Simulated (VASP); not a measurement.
Computed with r2SCAN meta-GGA, VASP's PBE PAW potentials (set 64) (plane waves; VASP 6.6.1).

VASP ran on this input.

**INCAR**
```
# general
SYSTEM  = Zr
PREC    = Normal
ENCUT   = 400
LREAL   = .FALSE.
LASPH   = .TRUE.

# electronic loop
EDIFF   = 1E-5
NELM    = 100
NELMIN  = 4
ALGO    = Normal
LMAXMIX = 4
LMIXTAU = .TRUE.

# smearing
ISMEAR  = 1
SIGMA   = 0.1

# functional
METAGGA = R2SCAN

# ions
IBRION  = 2
NSW     = 20
ISIF    = 2
EDIFFG  = -0.03

# output
LWAVE   = .FALSE.
LCHARG  = .FALSE.
```

File KPOINTS:
```
Regular mesh
0
Gamma
 14 14 8
```

### POSCAR
```
Zr
1.0
  3.2457320304   0.0000000000   0.0000000000
 -1.6228660152   2.8108863372   0.0000000000
  0.0000000000   0.0000000000   5.1580014984
Zr
2
Direct
  0.6666670000   0.3333330000   0.7500000000
  0.3333330000   0.6666670000   0.2500000000
```

POTCAR, in this order: Zr_sv (PBE.64 set). Program: vasp_std.

Output of the run:

OSZICAR:
```
       N       E                     dE             d eps       ncg     rms          rms(c)
DAV:   1     0.148814052721E+03    0.14881E+03   -0.12372E+04  3864   0.126E+03
DAV:   2    -0.432505575337E+02   -0.19206E+03   -0.19047E+03  4880   0.382E+02
DAV:   3    -0.586382148036E+02   -0.15388E+02   -0.15329E+02  7520   0.725E+01
DAV:   4    -0.589211150058E+02   -0.28290E+00   -0.28285E+00  4064   0.122E+01
DAV:   5    -0.589309927097E+02   -0.98777E-02   -0.98777E-02  5920   0.146E+00    0.177E+01
DAV:   6    -0.473444294781E+02    0.11587E+02   -0.10689E+01  4808   0.227E+01    0.453E+00
DAV:   7    -0.439199785868E+02    0.34245E+01   -0.16765E+00  4200   0.117E+01    0.132E+00
DAV:   8    -0.457892463852E+02   -0.18693E+01   -0.73034E-01  3936   0.949E+00    0.775E-01
DAV:   9    -0.449827930774E+02    0.80645E+00   -0.11229E+00  3848   0.102E+01    0.714E-01
DAV:  10    -0.449509498026E+02    0.31843E-01   -0.25843E-01  4136   0.397E+00    0.745E-01
DAV:  11    -0.455005269337E+02   -0.54958E+00   -0.33078E-01  4272   0.417E+00    0.366E-01
DAV:  12    -0.454972802137E+02    0.32467E-02   -0.11577E-02  5816   0.950E-01    0.257E-01
DAV:  13    -0.455048374573E+02   -0.75572E-02   -0.37397E-03  3936   0.540E-01    0.104E-01
DAV:  14    -0.455019755319E+02    0.28619E-02   -0.12270E-03  4712   0.295E-01    0.761E-02
DAV:  15    -0.455012212115E+02    0.75432E-03   -0.32813E-03  3968   0.437E-01    0.378E-02
DAV:  16    -0.455017006836E+02   -0.47947E-03   -0.87500E-04  4936   0.211E-01    0.292E-02
DAV:  17    -0.455016984815E+02    0.22020E-05   -0.12005E-05  3512   0.210E-02
   1 F= -.45501698E+02 E0= -.45502022E+02  d E =-.455017E+02
```

**OUTCAR**
```
------------------------ aborting loop because EDIFF is reached ----------------------------------------
  FORCE on cell =-STRESS in cart. coord.  units (eV):
  Direction    XX          YY          ZZ          XY          YZ          ZX
  --------------------------------------------------------------------------------------
  Total       -0.1131106     -0.1131106     -0.1559088     -0.0000000     -0.0000000      0.0000000
  in kB       -3.8510265     -3.8510263     -5.3081567     -0.0000000     -0.0000000      0.0000000
  external PRESSURE =      -4.3367365 kB  Pullay stress =       0.0000000 kB
  volume of cell :       47.06
      direct lattice vectors                 reciprocal lattice vectors
     3.245732030  0.000000000  0.000000000     0.308096907  0.177879836  0.000000000
    -1.622866015  2.810886337  0.000000000     0.000000000  0.355759672  0.000000000
     0.000000000  0.000000000  5.158001498     0.000000000  0.000000000  0.193873538
 POSITION                                       TOTAL-FORCE (eV/Angst)
 -----------------------------------------------------------------------------------
      1.62287      0.93696      3.86850        -0.000000      0.000000      0.000000
     -0.00000      1.87393      1.28950         0.000000     -0.000000      0.000000
 -----------------------------------------------------------------------------------
    total drift:                                0.000468     -0.000270      0.000668
  FREE ENERGIE OF THE ION-ELECTRON SYSTEM (eV)
  ---------------------------------------------------
  free  energy   TOTEN  =       -45.5016984815 eV

  energy  without entropy=      -45.5026690800  energy(sigma->0) =      -45.50202201

 reached required accuracy - stopping structural energy minimisation
```
(Selected blocks of OUTCAR.)

The compound is Zr in the hcp structure. It was relaxed first.
